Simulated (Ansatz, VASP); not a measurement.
## Al34Ga20O81 (amorphous 37Ga2O3-63Al2O3 (mol %)): VASP beside Ansatz

Wanted: the spread between two codes on one cell, functional and k mesh. Of the first pair: The structure shown is the start of the Ansatz relaxation below; VASP solves that cell, so the two are compared at the walk's first step.

Program: Ansatz 0.2.0. Level of theory: plane waves, with VASP 6.6.1 beside it; single point at revPBE. Results are calculated unless marked as measured.

### Step 1. The structure

The cell holds 135 atoms: 20 Ga, 34 Al and 81 O. Cell: a = 11.052 Å, b = 11.052 Å, c = 11.052 Å, α = 90.0°, β = 90.0°, γ = 90.0°. As first built, before any earlier steps moved the atoms (in the runner's words): 135 atoms (20 Fe, 34 Al, 81 O) placed at random at 3.55 g/cm^3, melted at 5000 K for 10 ps at fixed volume with the Morse and Coulomb pair potential with partial charges (Pedone, Malavasi, Menziani, Cormack and Segre, J. Phys. Chem. B 110, 11780 (2006)). Quenched from 5000 K to 300 K at 50 K/ps and fixed volume, held 10 ps at zero pressure, then minimised at fixed cell. Then Fe was replaced by Ga and the cell scaled by 1.006 (the potential has no terms for the new elements, so the cell is a start for a DFT relaxation).

### Step 2. Ansatz: relaxation, revPBE

Ansatz runs on its default PAW (the set named soft_2) files.

The two programs are compared at the cell with which this relaxation starts, whose forces are those of its first step.

Contents of input.yaml:

```yaml
crystal:
  lattice:
    - [11.05227, 0.0, 0.0]
    - [0.0, 11.05227, 0.0]
    - [0.0, 0.0, 11.05227]
  atoms:
    - { symbol: Ga, position: [0.68658, 0.85172, 0.46134] }
    - { symbol: Ga, position: [0.24557, 0.61432, 0.36859] }
    - { symbol: Ga, position: [0.29665, 0.25732, 0.38415] }
    - { symbol: Ga, position: [0.57792, 0.58848, 0.82249] }
    - { symbol: Ga, position: [0.08119, 0.40907, 0.68863] }
    - { symbol: Ga, position: [0.83518, 0.42967, 0.84084] }
    - { symbol: Ga, position: [0.2442, 0.77183, 0.15469] }
    - { symbol: Ga, position: [0.53756, 0.87658, 0.74113] }
    - { symbol: Ga, position: [0.7359, 0.53172, 0.31586] }
    - { symbol: Ga, position: [0.44797, 0.57124, 0.083] }
    - { symbol: Ga, position: [0.17653, 0.47641, 0.16834] }
    - { symbol: Ga, position: [0.38149, 0.77871, 0.51533] }
    - { symbol: Ga, position: [0.382, 0.52714, 0.6336] }
    - { symbol: Ga, position: [0.89557, 0.1312, 0.00293] }
    - { symbol: Ga, position: [0.4677, 0.8548, 0.01685] }
    - { symbol: Ga, position: [0.95944, 0.64707, 0.20402] }
    - { symbol: Ga, position: [0.85359, 0.72398, 0.73766] }
    - { symbol: Ga, position: [0.72509, 0.93239, 0.9376] }
    - { symbol: Ga, position: [0.29928, 0.42418, 0.88513] }
    - { symbol: Ga, position: [0.34666, 0.23388, 0.11563] }
    - { symbol: Al, position: [0.96343, 0.81874, 0.00517] }
    - { symbol: Al, position: [0.15094, 0.88551, 0.45808] }
    - { symbol: Al, position: [0.87338, 0.38627, 0.13544] }
    - { symbol: Al, position: [0.07366, 0.58911, 0.91626] }
    - { symbol: Al, position: [0.32679, 0.71743, 0.85477] }
    - { symbol: Al, position: [0.41281, 0.27811, 0.60683] }
    - { symbol: Al, position: [0.20939, 0.98884, 0.00764] }
    - { symbol: Al, position: [0.76609, 0.00699, 0.66264] }
    - { symbol: Al, position: [0.02723, 0.94447, 0.20738] }
    - { symbol: Al, position: [0.65074, 0.61599, 0.54005] }
[... 99 atom lines left out ...]
    - { symbol: O, position: [0.96897, 0.65844, 0.01055] }
    - { symbol: O, position: [0.30752, 0.89751, 0.87301] }
    - { symbol: O, position: [0.80453, 0.37111, 0.28104] }
    - { symbol: O, position: [0.1832, 0.28204, 0.51284] }
    - { symbol: O, position: [0.89661, 0.61697, 0.36974] }
    - { symbol: O, position: [0.57173, 0.27119, 0.62075] }
kpoints:
  mp_grid: { grid: [1, 1, 1] }
hamiltonian:
  xc: revpbe
scf:
  occupations: { method: fixed }
output:
  forces: true
relax:
  f_tol: 0.05
  max_steps: 200
```

Run with:

```bash
$ ansatz run input.yaml --threads 4 --pin off --max-ram 8192MiB --backend cpu --events-out ev --progress --plain --runs-dir out
```

Numbers of over 12 decimals in the logs are rounded to 6 here.

The program printed:

```text
Engine: ansatz 0.2.0, aarch64-unknown-linux-gnu
Pseudopotentials: kind: paw
Pseudopotential: Ga, paw, valence charge 13, recommended cutoff 420 eV (normal), Ga.paw.azcp
Pseudopotential: Al, paw, valence charge 3, recommended cutoff 420 eV (normal), Al.paw.azcp
Pseudopotential: O, paw, valence charge 6, recommended cutoff 420 eV (normal), O.paw.azcp
Functional definition: revPBE
  parameter kappa = 1.245
  parameter beta = 0.066725
  exchange = pbe_x(kappa = kappa, mu = beta*pi^2/3)
  correlation = pbe_c(beta = beta)
Crystal: 135 atoms, lattice volume = 1350.064 Å³
Basis set: ecut = 420 eV, 26529 PW (Γ), exchange–correlation on 150×150×150 points (8 copies of the dense FFT grid, shifted against one another)
Bands: 559, of which v1, the nominal top of the filled ones, is band 424 counted from 1 (423 counted from 0)
Symmetry: 1 space group operations
Space group: P1 (ITA 1), of the structure as read, at distance tolerance 1.1e-4 Å
k-points: 1
Non-local potential: Ga, projectors of the file, l = 0: 2, l = 1: 2, l = 2: 3, l = 3: 1
Non-local potential: Al, projectors of the file, l = 0: 2, l = 1: 2, l = 2: 1
Non-local potential: O, projectors of the file, l = 0: 2, l = 1: 2, l = 2: 1
PAW form: soft (Blöchl's): semilocal exchange-correlation on the pseudo side does not see the compensation charge
PAW frozen core: Ga, regenerated for the run's functional, and the local potential with it (the file was generated under x = pbe(κ = 0.804, μ = 0.219515), c = pbe(β = 0.066725))
PAW frozen core: Al, regenerated for the run's functional, and the local potential with it (the file was generated under x = pbe(κ = 0.804, μ = 0.219515), c = pbe(β = 0.066725))
PAW frozen core: O, regenerated for the run's functional, and the local potential with it (the file was generated under x = pbe(κ = 0.804, μ = 0.219515), c = pbe(β = 0.066725))
PAW one-centre angular grid: Ga, 590 points (default); XC on 64 Gauss nodes
PAW one-centre angular grid: Al, 110 points (default); XC on 64 Gauss nodes
PAW one-centre angular grid: O, 110 points (default); XC on 64 Gauss nodes
Initial density: superposition of atomic densities (neutral atoms: chi_scale 0, normalization atom), corrected by the library's trained network
Initial wavefunctions: pseudopotential atomic-orbital guess
Functional: x = revpbe(κ = 1.245, μ = 0.219515), c = pbe(β = 0.066725)
SCF iter   1: F=—  HF=-140262.835619 eV  |F-HF|=—  |Δ(HF+E_count)|=         —  Δρ=4.48e-3  dr2=2.89e-1  ethr=1.77e-3  ⟨swp⟩=5.0  Hψ=1760  notcnv=0  defer=133
preconditioner: auto → Resta (q_TF=auto, 2.525 Å⁻¹)  ε∞=3.9  [insulator: Δε(μ)=2.590 eV  Ē_g=17.213 eV  n_scr=364 (ndim 8)  ℏωp=29.4 eV  f_vac=0.016  ε∞_Penn≈3.9]
SCF iter   2: F=—  HF=-140262.787751 eV  |F-HF|=—  |Δ(HF+E_count)|=   4.79e-2  Δρ=2.14e-3  dr2=4.67e-2  ethr=3.41e-5  ⟨swp⟩=2.0  Hψ=987  notcnv=0  defer=133
SCF iter   3: F=—  HF=-140262.788142 eV  |F-HF|=—  |Δ(HF+E_count)|=   3.91e-4  Δρ=8.79e-4  dr2=1.22e-2  ethr=5.51e-6  ⟨swp⟩=4.0  Hψ=854  notcnv=0  defer=132
automatic band count: iteration 3 solves 558 bands in place of 559: the levels show a gap, and the empty bands left out lie too high to hold charge; the band table lists the bands solved (type scf.n_extra_bands for more)
SCF iter   4: F=—  HF=-140262.788975 eV  |F-HF|=—  |Δ(HF+E_count)|=   8.33e-4  Δρ=2.94e-4  dr2=1.06e-3  ethr=1.44e-6  ⟨swp⟩=2.0  Hψ=781  notcnv=0  defer=132
SCF iter   5: F=—  HF=-140262.789159 eV  |F-HF|=—  |Δ(HF+E_count)|=   1.84e-4  Δρ=1.38e-4  dr2=2.35e-4  ethr=1.25e-7  ⟨swp⟩=2.0  Hψ=847  notcnv=0  defer=132
SCF iter   6: F=—  HF=-140262.789330 eV  |F-HF|=—  |Δ(HF+E_count)|=   1.71e-4  Δρ=4.87e-5  dr2=3.31e-5  ethr=2.77e-8  ⟨swp⟩=2.0  Hψ=820  notcnv=0  defer=132
SCF iter   7: F=-140262.789363 eV  HF=-140262.789359 eV  |F-HF|=3.71e-6  |Δ(HF+E_count)|=   2.94e-5  Δρ=2.15e-5  dr2=6.95e-6  ethr=3.90e-9  ⟨swp⟩=3.0  Hψ=1409  notcnv=0
SCF 1 converged in 7 iterations: F = -140262.789363 eV  dr2 = 6.95e-6
  greatest PAW one-centre occupation: 0.998 electrons in one spin orbital (limit 2), on the Ga atom at site 19 (counted from 0), in its partial waves of l = 2
relax step   1: F+E_penalty+E_count = -140262.78936316 eV  Δ(F+E_penalty+E_count) = +0.000e0 eV  max|allowed force component| = 2.032e0 eV/Å  Δτ_max = 0.0000 Å  (7 SCF iters, dr2 threshold 6.25e-5 eV, accepted)
Initial density: handed on by an earlier stage of this run
Initial wavefunctions: those handed on with the density
iter 1 solved again at ethr=9.52e-5 eV; its pass at ethr=3.10e-3 eV (dr2=8.07e-1 eV) is discarded
SCF iter   1: F=—  HF=-140265.293684 eV  |F-HF|=—  |Δ(HF+E_count)|=         —  Δρ=1.18e-2  dr2=8.16e-1  ethr=9.52e-5  ⟨swp⟩=2.0  Hψ=1487  notcnv=0  defer=132
[...]
- { symbol: Al, position: [0.022820, 0.941316, 0.220270] }
    - { symbol: Al, position: [0.659241, 0.594998, 0.549092] }
    - { symbol: Al, position: [0.491817, 0.662089, 0.313270] }
    - { symbol: Al, position: [0.928394, 0.984583, 0.458507] }
    - { symbol: Al, position: [0.610829, 0.244164, 0.211588] }
    - { symbol: Al, position: [0.653173, 0.211271, 0.476552] }
    - { symbol: Al, position: [0.866525, 0.201558, 0.303201] }
    - { symbol: Al, position: [0.159655, 0.696332, 0.661713] }
    - { symbol: Al, position: [0.093718, 0.367602, 0.418131] }
    - { symbol: Al, position: [0.779431, 0.617857, -0.00121519] }
    - { symbol: Al, position: [0.894896, 0.200983, 0.734442] }
    - { symbol: Al, position: [0.550839, 0.118931, 0.979232] }
    - { symbol: Al, position: [0.928941, 0.696695, 0.494802] }
    - { symbol: Al, position: [0.466010, 0.418144, 0.339318] }
    - { symbol: Al, position: [0.139379, 0.154437, 0.582960] }
    - { symbol: Al, position: [0.281982, 0.943009, 0.715305] }
    - { symbol: Al, position: [0.322618, 0.952193, 0.299094] }
    - { symbol: Al, position: [0.580695, 0.381520, 0.971502] }
    - { symbol: Al, position: [0.621997, -0.00438341, 0.268321] }
    - { symbol: Al, position: [0.113487, 0.179793, 0.211470] }
    - { symbol: Al, position: [0.192722, 0.174253, 0.841828] }
    - { symbol: Al, position: [0.472140, 0.00941463, 0.520259] }
    - { symbol: Al, position: [0.022950, 0.949519, 0.767275] }
    - { symbol: Al, position: [0.704318, 0.783873, 0.170290] }
    - { symbol: Al, position: [0.632944, 0.273119, 0.756511] }
    - { symbol: Al, position: [0.851051, 0.372581, 0.531692] }
    - { symbol: O, position: [0.908746, 0.226590, 0.137683] }
    - { symbol: O, position: [0.995810, 0.496685, 0.808192] }
    - { symbol: O, position: [0.624986, 0.677468, 0.414648] }
    - { symbol: O, position: [0.734256, 0.471136, 0.490783] }
    - { symbol: O, position: [0.830289, 0.349026, 0.686347] }
    - { symbol: O, position: [0.088462, 0.052729, 0.120368] }
    - { symbol: O, position: [0.305259, 0.937730, 0.486590] }
    - { symbol: O, position: [0.324028, 0.766424, 0.680760] }
    - { symbol: O, position: [0.404297, 0.157599, 0.512552] }
    - { symbol: O, position: [0.093920, 0.047609, 0.875384] }
    - { symbol: O, position: [0.415405, 0.398131, 0.017516] }
    - { symbol: O, position: [0.374888, 0.316892, 0.256441] }
    - { symbol: O, position: [0.367592, 0.780987, 0.317861] }
    - { symbol: O, position: [0.573272, 0.288849, 0.361149] }
    - { symbol: O, position: [0.943198, 0.825909, 0.830725] }
    - { symbol: O, position: [0.184533, 0.723384, 0.490526] }
    - { symbol: O, position: [0.075892, 0.039404, 0.496203] }
    - { symbol: O, position: [0.130767, 0.881439, 0.663679] }
    - { symbol: O, position: [0.825590, 0.463649, -0.00182341] }
    - { symbol: O, position: [0.751099, 0.781643, 0.00891284] }
    - { symbol: O, position: [0.532383, 0.850580, 0.546931] }
    - { symbol: O, position: [0.385075, 0.571608, 0.828201] }
    - { symbol: O, position: [0.924984, 0.040670, 0.308683] }
    - { symbol: O, position: [0.590710, 0.553569, 0.992248] }
[...]
- { symbol: O, position: [0.287804, 0.137135, 0.971303] }
    - { symbol: O, position: [0.708547, 0.130179, 0.272592] }
    - { symbol: O, position: [0.955210, 0.658079, 0.000129764] }
    - { symbol: O, position: [0.289513, 0.897908, 0.872831] }
    - { symbol: O, position: [0.805774, 0.366850, 0.284178] }
    - { symbol: O, position: [0.200076, 0.272812, 0.494270] }
    - { symbol: O, position: [0.896831, 0.613188, 0.365915] }
    - { symbol: O, position: [0.590484, 0.289441, 0.605796] }
```

### Step 3. VASP: single point, revPBE, start cell, pair 1

The same cell, functional and mesh now go to VASP, with its own data sets.

Lines of VASP's logs that name or quote its potential files are left out, and so is its time.

Contents of INCAR:

```
SYSTEM = Al34Ga20O81
PREC = Accurate
ENCUT = 520
EDIFF = 1E-06
NELM = 120
ISMEAR = 0
SIGMA = 0.01
LREAL = Auto
ALGO = Normal
GGA = RE
NBANDS = 518
LORBIT = 11
LWAVE = .FALSE.
LCHARG = .FALSE.
ISIF = 2
LASPH = .TRUE.
GGA_COMPAT = .FALSE.
EFERMI = MIDGAP
```

Contents of POSCAR:

```
Al34Ga20O81
1.0
   11.0522700000      0.0000000000      0.0000000000
    0.0000000000     11.0522700000      0.0000000000
    0.0000000000      0.0000000000     11.0522700000
Ga Al O
20 34 81
Direct
    0.6865829373      0.8517164347      0.4613441402
    0.2455694622      0.6143172398      0.3685939631
    0.2966539905      0.2573227038      0.3841473290
    0.5779174776      0.5884763944      0.8224916691
    0.0811869417      0.4090743350      0.6886277661
    0.8351768460      0.4296673896      0.8408408408
    0.2442032270      0.7718323928      0.1546922035
    0.5375637765      0.8765801053      0.7411328171
    0.7359031222      0.5317188234      0.3158627142
    0.4479713217      0.5712401163      0.0829965247
    0.1765338704      0.4764089187      0.1683364594
    0.3814872420      0.7787088082      0.5153330492
    0.3820029731      0.5271405784      0.6335983468
    0.8955716789      0.1312038160      0.0029315245
    0.4676957765      0.8548017738      0.0168472178
    0.9594409112      0.6470706923      0.2040214363
    0.8535893531      0.7239779701      0.7376584177
    0.7250908637      0.9323876453      0.9375992443
    0.2992778859      0.4241843531      0.8851303850
    0.3466618170      0.2338795560      0.1156323543
    0.9634310418      0.8187367844      0.0051663595
    0.1509373188      0.8855103974      0.4580778428
    0.8733771433      0.3862735890      0.1354382403
    0.0736590764      0.5891097485      0.9162642606
    0.3267925955      0.7174272796      0.8547655821
    0.4128111239      0.2781057647      0.6068255662
    0.2093868499      0.9888375872      0.0076364403
    0.7660869667      0.0069940383      0.6626421541
    0.0272342243      0.9444666118      0.2073782128
    0.6507441458      0.6159911041      0.5400519531
[... 99 atom lines left out ...]
    0.9689683658      0.6584439215      0.0105498689
    0.3075205365      0.8975079328      0.8730061788
    0.8045315578      0.3711092834      0.2810372892
    0.1832021838      0.2820416077      0.5128358247
    0.8966121892      0.6169682789      0.3697430483
    0.5717287037      0.2711931576      0.6207503074
```

Contents of KPOINTS:

```
Automatic mesh
0
Gamma
1 1 1
0 0 0
```

The projector-augmented-wave data sets are Ga_d, Al and O (PBE family, release 64).

Run with:

```bash
$ export OMP_NUM_THREADS=3
$ mpirun -np 1 vasp_gam
```

The program printed:

```text
[banner, memory and clock lines left out]
running    1 mpi-ranks, on    1 nodes
[...]
Offloading initialized ...    1 GPUs detected
[...]
|                                                                             |
|               ----> ADVICE to this user running VASP <----                  |
|                                                                             |
|     You enforced a specific xc type in the INCAR file but a different       |
|     [... a line on the potential file left out ...]
|     I HOPE YOU KNOW WHAT YOU ARE DOING!                                     |
|                                                                             |

 LDA part: xc-table for (Slater+PW92), standard interpolation
 POSCAR, INCAR and KPOINTS ok, starting setup
[...]
entering main loop
       N       E                     dE             d eps       ncg     rms          rms(c)
DAV:   1     0.223591648789E+05    0.22359E+05   -0.31712E+05  1060   0.265E+03
DAV:   2     0.509866176917E+04   -0.17261E+05   -0.16248E+05  1036   0.818E+02
DAV:   3    -0.291952847878E+03   -0.53906E+04   -0.49967E+04  1436   0.345E+02
DAV:   4    -0.965122125610E+03   -0.67317E+03   -0.66251E+03  1472   0.131E+02
[...]
DAV:  18    -0.861348903242E+03   -0.12785E-05   -0.18608E-05  1224   0.285E-02    0.648E-03
DAV:  19    -0.861348903938E+03   -0.69544E-06   -0.12500E-05  1288   0.114E-02    0.310E-03
DAV:  20    -0.861348904256E+03   -0.31761E-06   -0.65440E-06   960   0.818E-03
   1 F= -.86134890E+03 E0= -.86134890E+03  d E =0.000000E+00
```

Parts of OUTCAR (step 3):

```text
  Total       75.9659322    107.5670182     91.0760235      4.2664971     -3.4234523    -10.7010552
  in kB       90.1519233    127.6542430    108.0836955      5.0632291     -4.0627529    -12.6993861
  external PRESSURE =     108.6299539 kB  Pullay stress =       0.0000000 kB

 POSITION                                       TOTAL-FORCE (eV/Angst)
 -----------------------------------------------------------------------------------
      7.58830      9.41340      5.09890        -0.495159      0.014842     -0.405898
      2.71410      6.78960      4.07380         0.010180      0.545214      0.067347
      3.27870      2.84400      4.24570         0.584957     -1.184007     -0.227919
      6.38730      6.50400      9.09040        -0.630585      0.169044     -0.538814
      0.89730      4.52120      7.61090         0.268368      0.030596      0.501971
[...]
9.12170      5.09240      0.09410        -0.428570      0.316622     -1.438227
      8.22050      8.52620      0.04620         0.324849      0.471344      0.215634
      6.02130      9.12630      6.17910         0.471879      0.187297      0.175562
      4.33640      6.22200      9.25530         0.176392     -0.175090     -0.316653
     10.34430      0.49290      3.33990        -0.705461      0.814377     -0.737250
      6.57890      6.10570     11.00880         0.079489     -0.225312     -0.247626
      7.80580      9.71420      3.25790         0.515939      0.247143      0.783400
      6.11910      6.43950      7.20600        -1.401490     -0.686507      1.586201
[...]
-----------------------------------------------------------------------------------
    total drift:                               -0.000133     -0.018970     -0.012470

  FREE ENERGIE OF THE ION-ELECTRON SYSTEM (eV)
  ---------------------------------------------------
  free  energy   TOTEN  =      -861.3489042555 eV

  energy  without entropy=     -861.3489042555  energy(sigma->0) =     -861.34890426

[... 3 further parts left out ...]
[key lines of the parts left out:]
E-fermi :   6.3702
```

The run ends at a pressure of 10.86 GPa, with forces up to 2.3 eV/Å.

### Step 4. Differences

Known differences besides the potentials themselves: fixed occupations in Ansatz, narrow Gaussian smearing in VASP; the cutoff is 420 eV in Ansatz and 520 eV in VASP (PREC = Accurate, projectors in real space); Ansatz makes its cores anew for this functional, VASP keeps those of its PBE data sets. Total energies have different zeros and are not compared.

Forces on 10 of the 135 atoms, those with the largest forces and the largest differences (eV/Å; atoms numbered as in POSCAR):

```tsv
atom	Ansatz x, y, z	VASP x, y, z
Ga14	-1.519, -0.052, -0.953	-1.491, -0.053, -0.942
O70	-0.311, -0.244, 0.229	-0.358, -0.221, 0.261
O80	-1.432, -0.702, 1.623	-1.401, -0.687, 1.586
O87	-1.470, -0.891, -0.509	-1.478, -0.893, -0.526
O99	1.422, 1.254, -0.673	1.386, 1.273, -0.674
O100	1.307, 1.458, -1.112	1.297, 1.438, -1.074
O111	0.469, -0.068, 0.335	0.442, -0.078, 0.277
O116	-0.287, 1.929, -0.241	-0.293, 1.888, -0.229
O124	0.223, -0.073, 0.168	0.190, -0.039, 0.128
O134	-0.551, -1.026, -2.032	-0.546, -1.024, -1.995
```

The forces differ by 20 meV/Å r.m.s., which is 3.4 % of the r.m.s. force of 0.596 eV/Å (both taken over all components).

### Step 5. Ansatz: relaxation, revPBE

This run makes the geometry at which the two programs are then compared.

The structure compared here is the end of the Ansatz relaxation.

input.yaml is that of step 2.

Run with:

```bash
$ ansatz run input.yaml --threads 4 --pin off --max-ram 8192MiB --backend cpu --events-out ev --progress --plain --runs-dir out
```

The program printed:

```text
[...]
Crystal: 135 atoms, lattice volume = 1350.064 Å³
Basis set: ecut = 420 eV, 26529 PW (Γ), exchange–correlation on 150×150×150 points (8 copies of the dense FFT grid, shifted against one another)
Bands: 559, of which v1, the nominal top of the filled ones, is band 424 counted from 1 (423 counted from 0)
Symmetry: 1 space group operations
[...]
k-points: 1
[...]
- { symbol: O, position: [0.995810, 0.496685, 0.808192] }
    - { symbol: O, position: [0.624986, 0.677468, 0.414648] }
    - { symbol: O, position: [0.734256, 0.471136, 0.490783] }
    - { symbol: O, position: [0.830289, 0.349026, 0.686347] }
    - { symbol: O, position: [0.088462, 0.052729, 0.120368] }
    - { symbol: O, position: [0.305259, 0.937730, 0.486590] }
    - { symbol: O, position: [0.324028, 0.766424, 0.680760] }
[...]
- { symbol: O, position: [0.805774, 0.366850, 0.284178] }
    - { symbol: O, position: [0.200076, 0.272812, 0.494270] }
    - { symbol: O, position: [0.896831, 0.613188, 0.365915] }
    - { symbol: O, position: [0.590484, 0.289441, 0.605796] }
```

(Continued in part 2 of 2.)

[Lines on the potential files, build, host, timing and source positions are cut from VASP's logs without a mark.]

[Logs are printed without paths, hosts, clocks, repeated set-up lines and the standing remarks that a program may print on its own settings, such as how far it seeks lower states.]

[Hosts, paths, dates, database ids (printed as entryN), source tags and the programs' standing remarks are cut or masked in the printed files.]
